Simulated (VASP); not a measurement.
Method: r2SCAN meta-GGA, VASP's PBE PAW potentials (set 64) (plane waves; VASP).

VASP ran on this input.

File POSCAR:
```
Sn2PbSe3
1
    4.2803142479     0.0000000000     0.0000000000
   -2.1401571240     3.7068610079     0.0000000000
    0.0000000000     0.0000000000    10.5092208844
Sn Pb Se
2 1 3
Direct
  0.3333330000   0.6666670000   0.6636444325
  0.6666670000   0.3333330000   0.3363555675
  0.0000000000   0.0000000000   0.0000000000
  0.3333330000   0.6666670000   0.1738371264
  0.6666670000   0.3333330000   0.8261628736
  0.0000000000   0.0000000000   0.5000000000
```

**KPOINTS**
```
Automatic
0
G
7 7 3
0 0 0
```

### INCAR
```
SYSTEM = Sn2PbSe3
PREC = Accurate; ENCUT = 400; LREAL = .FALSE.
LASPH = .TRUE.
EDIFF = 1E-7; NELM = 100; ALGO = Normal
LMAXMIX = 4; LMIXTAU = .TRUE.
ISMEAR = -5
METAGGA = R2SCAN
ISIF = 2
LWAVE = .FALSE.; LCHARG = .FALSE.; LORBIT = 11
NEDOS = 601
LEFG = .TRUE.
```

File KPOINTS_OPT:
```
k-points along high-symmetry lines
6
Line-mode
Reciprocal
  0.000000   0.000000   0.000000 ! GAMMA
  0.500000   0.000000   0.000000 ! M

  0.500000   0.000000   0.000000 ! M
  0.333333   0.333333   0.000000 ! K

  0.333333   0.333333   0.000000 ! K
  0.000000   0.000000   0.000000 ! GAMMA

  0.000000   0.000000   0.000000 ! GAMMA
  0.000000   0.000000   0.500000 ! A

  0.000000   0.000000   0.500000 ! A
  0.500000   0.000000   0.500000 ! L

  0.500000   0.000000   0.500000 ! L
  0.333333   0.333333   0.500000 ! H

  0.333333   0.333333   0.500000 ! H
  0.000000   0.000000   0.500000 ! A

  0.500000   0.000000   0.500000 ! L
  0.500000   0.000000   0.000000 ! M

  0.333333   0.333333   0.500000 ! H
  0.333333   0.333333   0.000000 ! K
```

POTCAR, in this order: Sn_d Pb_d Se (PBE.64 set). Program: vasp_std.

What VASP printed:

### OSZICAR
```
       N       E                     dE             d eps       ncg     rms          rms(c)
DAV:   1     0.461810605010E+03    0.46181E+03   -0.24828E+04  1440   0.173E+03
DAV:   2    -0.701337482698E+02   -0.53194E+03   -0.52237E+03  1456   0.486E+02
DAV:   3    -0.157592298817E+03   -0.87459E+02   -0.85441E+02  1732   0.195E+02
DAV:   4    -0.163083506442E+03   -0.54912E+01   -0.54217E+01  1712   0.500E+01
DAV:   5    -0.163323484675E+03   -0.23998E+00   -0.23931E+00  2232   0.102E+01    0.583E+00
DAV:   6    -0.158178383803E+03    0.51451E+01   -0.44513E+00  1880   0.231E+01    0.408E+00
DAV:   7    -0.151833024525E+03    0.63454E+01   -0.93573E-01  1552   0.676E+00    0.187E+00
DAV:   8    -0.152841964429E+03   -0.10089E+01   -0.61911E-01  1596   0.489E+00    0.539E-01
DAV:   9    -0.151241069928E+03    0.16009E+01   -0.23002E-01  1536   0.394E+00    0.411E-01
DAV:  10    -0.151509414105E+03   -0.26834E+00   -0.18435E-01  1496   0.248E+00    0.189E-01
DAV:  11    -0.151635936438E+03   -0.12652E+00   -0.21960E-01  1508   0.288E+00    0.344E-01
DAV:  12    -0.151646923467E+03   -0.10987E-01   -0.11900E-02  1928   0.600E-01    0.373E-01
DAV:  13    -0.151638612863E+03    0.83106E-02   -0.80945E-04  1588   0.193E-01    0.372E-01
DAV:  14    -0.151649574251E+03   -0.10961E-01   -0.32362E-02  1496   0.120E+00    0.449E-01
DAV:  15    -0.151656710479E+03   -0.71362E-02   -0.21492E-02  1492   0.944E-01    0.445E-01
DAV:  16    -0.151656910566E+03   -0.20009E-03   -0.89416E-04  1864   0.155E-01    0.424E-01
DAV:  17    -0.151656912454E+03   -0.18873E-05   -0.14613E-05  1844   0.230E-02    0.422E-01
DAV:  18    -0.151656866470E+03    0.45984E-04   -0.24993E-06  1828   0.813E-03    0.420E-01
DAV:  19    -0.151657037591E+03   -0.17112E-03   -0.68596E-05  1504   0.535E-02    0.409E-01
DAV:  20    -0.151657372211E+03   -0.33462E-03   -0.61753E-04  1768   0.187E-01    0.309E-01
DAV:  21    -0.151656859450E+03    0.51276E-03   -0.10382E-03  1660   0.158E-01    0.274E-01
DAV:  22    -0.151656880325E+03   -0.20875E-04   -0.66224E-05  1616   0.425E-02    0.268E-01
DAV:  23    -0.151656880027E+03    0.29811E-06   -0.20914E-06  1932   0.755E-03    0.266E-01
DAV:  24    -0.151657117219E+03   -0.23719E-03   -0.56087E-05  1644   0.461E-02    0.268E-01
DAV:  25    -0.151656953730E+03    0.16349E-03   -0.62879E-05  1604   0.739E-02    0.241E-01
DAV:  26    -0.151656517629E+03    0.43610E-03   -0.40982E-04  1544   0.152E-01    0.175E-01
DAV:  27    -0.151656694790E+03   -0.17716E-03   -0.90539E-05  1932   0.788E-02    0.131E-01
DAV:  28    -0.151656833620E+03   -0.13883E-03   -0.43644E-05  1552   0.580E-02    0.989E-02
DAV:  29    -0.151656898553E+03   -0.64932E-04   -0.18606E-04  1528   0.770E-02    0.958E-02
DAV:  30    -0.151656857238E+03    0.41315E-04   -0.68083E-05  1708   0.509E-02    0.764E-02
DAV:  31    -0.151656852359E+03    0.48782E-05   -0.62312E-06  1908   0.144E-02    0.702E-02
DAV:  32    -0.151656851708E+03    0.65192E-06   -0.17219E-07  1180   0.279E-03    0.693E-02
DAV:  33    -0.151656851075E+03    0.63240E-06   -0.13982E-06  1340   0.851E-03    0.655E-02
DAV:  34    -0.151656834300E+03    0.16775E-04   -0.67015E-05  1716   0.504E-02    0.403E-02
DAV:  35    -0.151656849958E+03   -0.15658E-04   -0.39941E-05  1912   0.371E-02    0.403E-02
DAV:  36    -0.151656849417E+03    0.54109E-06   -0.35452E-06  1700   0.129E-02    0.434E-02
DAV:  37    -0.151656845345E+03    0.40715E-05   -0.49237E-06  1712   0.128E-02    0.454E-02
DAV:  38    -0.151656857048E+03   -0.11703E-04   -0.13641E-06  1504   0.950E-03    0.488E-02
DAV:  39    -0.151656848730E+03    0.83180E-05   -0.16086E-06  1496   0.658E-03    0.477E-02
DAV:  40    -0.151656846407E+03    0.23232E-05   -0.16513E-06  1924   0.115E-02    0.396E-02
DAV:  41    -0.151656845309E+03    0.10977E-05   -0.24464E-07  1208   0.370E-03    0.363E-02
DAV:  42    -0.151656845048E+03    0.26117E-06   -0.10411E-07   788   0.331E-03    0.333E-02
DAV:  43    -0.151656844908E+03    0.13976E-06   -0.32601E-08   780   0.143E-03    0.330E-02
DAV:  44    -0.151656844109E+03    0.79921E-06   -0.59083E-08   792   0.200E-03    0.319E-02
DAV:  45    -0.151656844312E+03   -0.20263E-06   -0.70852E-08   784   0.168E-03    0.308E-02
DAV:  46    -0.151656844128E+03    0.18365E-06   -0.59444E-08   772   0.161E-03    0.300E-02
DAV:  47    -0.151656843978E+03    0.15007E-06   -0.18756E-08   768   0.104E-03    0.301E-02
DAV:  48    -0.151656843948E+03    0.30262E-07   -0.46177E-09   764   0.471E-04
   1 F= -.15165684E+03 E0= -.15165684E+03  d E =0.000000E+00
       N       E                     dE             ncg
       N       E                     dE             ncg
       N       E                     dE             ncg
```

File OUTCAR:
```
------------------------ aborting loop because EDIFF is reached ----------------------------------------
  FORCE on cell =-STRESS in cart. coord.  units (eV):
  Direction    XX          YY          ZZ          XY          YZ          ZX
  --------------------------------------------------------------------------------------
  Total        0.4408553      0.4408554      0.3701841     -0.0000000      0.0000000      0.0000000
  in kB        4.2359829      4.2359832      3.5569341     -0.0000000      0.0000000      0.0000000
  external PRESSURE =       4.0096334 kB  Pullay stress =       0.0000000 kB
  volume of cell :      166.74
      direct lattice vectors                 reciprocal lattice vectors
     4.280314248  0.000000000  0.000000000     0.233627706  0.134885014  0.000000000
    -2.140157124  3.706861008  0.000000000     0.000000000  0.269770029  0.000000000
     0.000000000  0.000000000 10.509220884     0.000000000  0.000000000  0.095154532
 POSITION                                       TOTAL-FORCE (eV/Angst)
 -----------------------------------------------------------------------------------
     -0.00000      2.47124      6.97439        -0.000000     -0.000000     -0.008288
      2.14016      1.23562      3.53483         0.000000      0.000000      0.008288
      0.00000      0.00000      0.00000         0.000000      0.000000      0.000000
     -0.00000      2.47124      1.82689        -0.000000      0.000000     -0.009800
      2.14016      1.23562      8.68233        -0.000000     -0.000000      0.009800
      0.00000      0.00000      5.25461         0.000000      0.000000      0.000000
 -----------------------------------------------------------------------------------
    total drift:                                0.000000     -0.000000      0.000000
  FREE ENERGIE OF THE ION-ELECTRON SYSTEM (eV)
  ---------------------------------------------------
  free  energy   TOTEN  =      -151.6568439475 eV

  energy  without entropy=     -151.6568439475  energy(sigma->0) =     -151.65684395

 total charge

# of ion       s       p       d       tot
------------------------------------------
    1        1.378   0.662   9.988  12.028
    2        1.378   0.662   9.988  12.028
    3        1.468   0.530   9.832  11.830
    4        1.467   2.368   0.022   3.857
    5        1.467   2.368   0.022   3.857
    6        1.470   2.353   0.026   3.849
--------------------------------------------------
tot          8.628   8.943  29.878  47.449

 Electric field gradients after diagonalization (V/A^2)
 (convention: |V_zz| > |V_xx| > |V_yy|)
----------------------------------------------------------------------
 ion       V_xx      V_yy      V_zz     asymmetry (V_yy - V_xx)/ V_zz
----------------------------------------------------------------------
   1       1.380     1.374    -2.755       0.002
   2       1.380     1.374    -2.755       0.002
   3       6.424     6.423   -12.847       0.000
   4      -1.991    -1.989     3.980       0.000
   5      -1.991    -1.989     3.980       0.000
   6       3.513     3.512    -7.025       0.000
```
(Selected blocks of OUTCAR.)

The structure comes from a computed database's Sn2PbSe3 entry (P-3m1); how it stands against other phases isn't given here. It was relaxed first.
